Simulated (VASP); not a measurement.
Level of theory: PBEsol GGA, VASP's PBE PAW potentials (set 64) (plane waves; VASP).

A VASP calculation is set up with these files.

### INCAR
```
# general
SYSTEM =Tl
PREC   =Accurate
ENCUT  =480
LREAL  =F
LASPH  =T

# electronic loop
EDIFF  =1E-6
NELM   =100
ALGO   =Normal
LMAXMIX=4

# smearing
ISMEAR =1
SIGMA  =0.1

# functional
GGA    =PS

# ions
IBRION =2
NSW    =60
ISIF   =3
EDIFFG =-0.01

# output
LWAVE  =F
LCHARG =F
```

KPOINTS:
```
Regular mesh
0
gamma
 11 11 6
```

File POSCAR:
```
Tl
1.0
  3.4600000000   0.0000000000   0.0000000000
 -1.7300000000   2.9964480000   0.0000000000
  0.0000000000   0.0000000000   5.5200000000
Tl
2
direct
  0.6666670000   0.3333330000   0.7500000000
  0.3333330000   0.6666670000   0.2500000000
```

POTCAR, in this order: Tl_d (PBE.64 set). Program: vasp_std.

The run wrote:

### OSZICAR
```
       N       E                     dE             d eps       ncg     rms          rms(c)
DAV:   1     0.120515319560E+03    0.12052E+03   -0.13940E+04  2192   0.136E+03
DAV:   2    -0.329429546645E+01   -0.12381E+03   -0.12236E+03  2326   0.284E+02
DAV:   3    -0.532914329672E+01   -0.20348E+01   -0.20248E+01  2645   0.324E+01
DAV:   4    -0.534175334557E+01   -0.12610E-01   -0.12519E-01  2377   0.247E+00
DAV:   5    -0.534188040872E+01   -0.12706E-03   -0.12706E-03  2517   0.271E-01    0.304E+00
DAV:   6    -0.527841022539E+01    0.63470E-01   -0.12497E-01  2252   0.302E+00    0.213E+00
DAV:   7    -0.526747202535E+01    0.10938E-01   -0.46531E-02  2301   0.182E+00    0.840E-01
DAV:   8    -0.526662617565E+01    0.84585E-03   -0.26733E-03  2278   0.442E-01    0.485E-02
DAV:   9    -0.526662741541E+01   -0.12398E-05   -0.14053E-05  2666   0.362E-02    0.101E-02
DAV:  10    -0.526662980137E+01   -0.23860E-05   -0.26995E-06  1766   0.164E-02    0.108E-03
DAV:  11    -0.526662986968E+01   -0.68307E-07   -0.29990E-07  1217   0.506E-03
   1 F= -.52666299E+01 E0= -.52661437E+01  d E =-.526663E+01
       N       E                     dE             d eps       ncg     rms          rms(c)
DAV:   1    -0.526961818234E+01   -0.29884E-02   -0.82083E-02  2257   0.235E+00    0.262E-01
DAV:   2    -0.526754367917E+01    0.20745E-02   -0.32484E-03  2254   0.523E-01    0.116E-01
DAV:   3    -0.526698398060E+01    0.55970E-03   -0.10536E-03  2313   0.298E-01    0.645E-02
DAV:   4    -0.526694349939E+01    0.40481E-04   -0.12909E-04  2332   0.100E-01    0.662E-03
DAV:   5    -0.526694308016E+01    0.41924E-06   -0.13497E-05  2354   0.320E-02    0.566E-03
DAV:   6    -0.526694309922E+01   -0.19067E-07   -0.51344E-07  1150   0.626E-03
   2 F= -.52669431E+01 E0= -.52665412E+01  d E =-.313230E-03
       N       E                     dE             d eps       ncg     rms          rms(c)
DAV:   1    -0.529148557277E+01   -0.24542E-01   -0.74272E-01  2250   0.706E+00    0.786E-01
DAV:   2    -0.527289011006E+01    0.18595E-01   -0.29714E-02  2254   0.157E+00    0.350E-01
DAV:   3    -0.526783371120E+01    0.50564E-02   -0.94452E-03  2300   0.890E-01    0.192E-01
DAV:   4    -0.526743859869E+01    0.39511E-03   -0.11764E-03  2317   0.302E-01    0.193E-02
DAV:   5    -0.526743545695E+01    0.31417E-05   -0.11161E-04  2360   0.919E-02    0.164E-02
DAV:   6    -0.526743522706E+01    0.22989E-06   -0.41386E-06  2164   0.172E-02
   3 F= -.52674352E+01 E0= -.52673878E+01  d E =-.805357E-03
       N       E                     dE             d eps       ncg     rms          rms(c)
DAV:   1    -0.527232957048E+01   -0.48941E-02   -0.15020E-01  2223   0.316E+00    0.352E-01
DAV:   2    -0.526866079348E+01    0.36688E-02   -0.57260E-03  2248   0.694E-01    0.157E-01
DAV:   3    -0.526763183338E+01    0.10290E-02   -0.18877E-03  2266   0.403E-01    0.846E-02
DAV:   4    -0.526754504857E+01    0.86785E-04   -0.24100E-04  2317   0.137E-01    0.853E-03
DAV:   5    -0.526754442014E+01    0.62843E-06   -0.25336E-05  2324   0.433E-02    0.745E-03
DAV:   6    -0.526754398662E+01    0.43352E-06   -0.11167E-06  1202   0.927E-03
   4 F= -.52675440E+01 E0= -.52676453E+01  d E =-.108760E-03
```

OUTCAR:
```
------------------------ aborting loop because EDIFF is reached ----------------------------------------
  FORCE on cell =-STRESS in cart. coord.  units (eV):
  Direction    XX          YY          ZZ          XY          YZ          ZX
  --------------------------------------------------------------------------------------
  Total        0.0157937      0.0157937     -0.0194907      0.0000000      0.0000000     -0.0000000
  in kB        0.4445957      0.4445957     -0.5486659      0.0000000      0.0000000     -0.0000000
  external PRESSURE =       0.1135085 kB  Pullay stress =       0.0000000 kB
  volume of cell :       56.92
      direct lattice vectors                 reciprocal lattice vectors
     3.434044086  0.000000000  0.000000000     0.291201853  0.168125462 -0.000000000
    -1.717022043  2.973969517  0.000000000    -0.000000000  0.336250925  0.000000000
     0.000000000 -0.000000000  5.572987662    -0.000000000 -0.000000000  0.179436966
 POSITION                                       TOTAL-FORCE (eV/Angst)
 -----------------------------------------------------------------------------------
      1.71702      0.99132      4.17974         0.000000      0.000000      0.000000
     -0.00000      1.98265      1.39325        -0.000000     -0.000000     -0.000000
 -----------------------------------------------------------------------------------
    total drift:                               -0.000397      0.000217      0.000010
  FREE ENERGIE OF THE ION-ELECTRON SYSTEM (eV)
  ---------------------------------------------------
  free  energy   TOTEN  =        -5.2675439866 eV

  energy  without entropy=       -5.2678478771  energy(sigma->0) =       -5.26764528

 reached required accuracy - stopping structural energy minimisation
```
(Selected blocks of OUTCAR.)

File CONTCAR:
```
Tl
   1.00000000000000
     3.4340440860682118    0.0000000000000000    0.0000000000000000
    -1.7170220430341059    2.9739695168379883    0.0000000000000000
     0.0000000000000000   -0.0000000000000000    5.5729876616245022
  Tl
     2
Direct
     0.6666669999999968    0.3333330000000032    0.7500000000000000
     0.3333330000000032    0.6666669999999968    0.2500000000000000
```

The compound is Tl in the hcp structure. This run relaxes it. Symmetry was kept, so distortions that lower it aren't found.
